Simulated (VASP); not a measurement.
Here is the system:

```
C62O
1.0
    7.14656     0.00000     0.00000
    0.00000     7.14656     0.00000
    0.00000     0.00000     7.14656
C O
62 1
Cartesian
  3.57168   7.14165   7.13826
  4.47219   0.89736   0.89417
  5.35802   1.79006   0.00082
  6.25058   2.67569   0.89474
  5.35798   0.00420   1.78741
  6.25101   0.89727   2.67316
  7.14374   0.00421   0.00117
  0.89319   0.89270   0.88916
  1.77606   1.78862   7.13597
  2.69253   2.67013   0.89461
  3.57890   3.56932   0.00456
  4.47789   4.45525   0.89586
  5.35976   5.37163   7.13704
  6.25549   6.25475   0.88976
  1.77625   7.13999   1.78490
  2.69284   0.89922   2.66606
  3.48111   1.69170   1.68791
  5.45602   3.66663   1.68900
  6.24928   4.45484   2.66700
  3.57951   0.00852   3.56595
  4.47882   0.89832   4.45240
  5.45726   1.69127   3.66395
  6.24992   2.66964   4.45220
  5.36020   7.13939   5.36923
  6.25584   0.89225   6.25190
  0.00649   3.57672   7.13852
  0.89821   4.46898   0.89265
  1.78680   5.36124   0.00104
  2.67917   6.25017   0.89225
  7.14448   1.79019   1.78698
  0.89371   2.68056   2.67716
  1.79622   3.56266   1.79524
  2.64619   4.50268   2.66154
  3.58617   5.35213   1.79556
  4.46747   6.25496   2.67763
  0.00684   7.14153   3.57370
  0.89889   0.89598   4.46548
  1.79708   1.79957   3.55825
  2.64683   2.66531   4.49796
  4.48320   4.50241   4.49917
  5.34958   5.35198   3.55954
  6.25273   6.24975   4.46594
  1.78728   0.00457   5.35768
  2.67954   0.89602   6.24629
  3.58659   1.79912   5.34813
  4.46753   2.68053   6.25147
  5.34936   3.56228   5.34904
  6.25252   4.46895   6.24698
  0.00814   5.37155   1.78549
  0.89435   6.25400   2.67137
  7.13996   3.56916   3.56597
  0.88653   4.46507   4.46165
  1.77985   5.36912   3.57974
  2.68345   6.26239   4.46124
  0.00865   1.78820   5.36897
  0.89422   2.67475   6.25048
  1.77971   3.58322   5.36521
  2.68299   4.46501   6.25862
  3.56521   5.36895   5.36548
  4.47344   6.25396   6.25115
  7.14375   5.36115   5.35831
  0.89435   6.25394   6.25057
  3.51634   3.63302   3.62890
```
Cell charge +1.

All values below come from HSE06 screened hybrid, VASP's PBE PAW potentials (set 64) (plane waves; VASP). Numerical set-up: PREC = Normal, LREAL = Auto, ISYM = 0, NELECT = 253.0, EDIFF = 1E-5, 400 eV cut-off, 1×1×1 Γ-centred mesh, Gaussian smearing of 0.050 eV, potentials C O. Starting moments (MAGMOM): 63*0.0476. The cell's moment is fixed (NUPDOWN = 3).

The cell is charged, with a uniform compensating background. The supercell is sampled at Γ alone, which is coarse: total energies, pressure and levels can be off, energies of defects by several tenths of an eV.

Predict the cell moment, energy per atom (σ→0), largest force.

```yaml
cell_moment: 3.00 μB
energy per atom (σ→0): -10.494 eV/atom
largest_force: 0.412 eV/Å
```

Give the moment on each site (PAW-sphere projection).

| site | moment (μB) |
|---|---|
| C1 | 0.04 |
| C2 | -0.01 |
| C3 | 0.02 |
| C4 | -0.01 |
| C5 | 0.02 |
| C6 | -0.01 |
| C7 | 0.01 |
| C8 | 0.00 |
| C9 | 0.04 |
| C10 | -0.02 |
| C11 | 0.01 |
| C12 | -0.02 |
| C13 | 0.04 |
| C14 | 0.00 |
| C15 | 0.04 |
| C16 | -0.02 |
| C17 | 0.46 |
| C18 | 0.46 |
| C19 | -0.02 |
| C20 | 0.01 |
| C21 | -0.02 |
| C22 | 0.46 |
| C23 | -0.02 |
| C24 | 0.04 |
| C25 | 0.00 |
| C26 | 0.04 |
| C27 | 0.00 |
| C28 | 0.01 |
| C29 | 0.00 |
| C30 | 0.02 |
| C31 | 0.00 |
| C32 | 0.01 |
| C33 | 0.00 |
| C34 | 0.01 |
| C35 | 0.00 |
| C36 | 0.04 |
| C37 | 0.00 |
| C38 | 0.01 |
| C39 | 0.00 |
| C40 | 0.00 |
| C41 | 0.01 |
| C42 | 0.00 |
| C43 | 0.01 |
| C44 | 0.00 |
| C45 | 0.01 |
| C46 | 0.00 |
| C47 | 0.01 |
| C48 | 0.00 |
| C49 | 0.04 |
| C50 | 0.02 |
| C51 | 0.01 |
| C52 | 0.00 |
| C53 | 0.01 |
| C54 | 0.00 |
| C55 | 0.04 |
| C56 | 0.02 |
| C57 | 0.01 |
| C58 | 0.00 |
| C59 | 0.01 |
| C60 | 0.02 |
| C61 | 0.01 |
| C62 | 0.00 |
| O63 | 0.06 |

Only differences to runs with the same potentials and settings are physical.

The cell is a supercell with a defect, built from C (diamond): O_C-vac_C, charge +1. The cell's shape comes from a PBE relaxation.
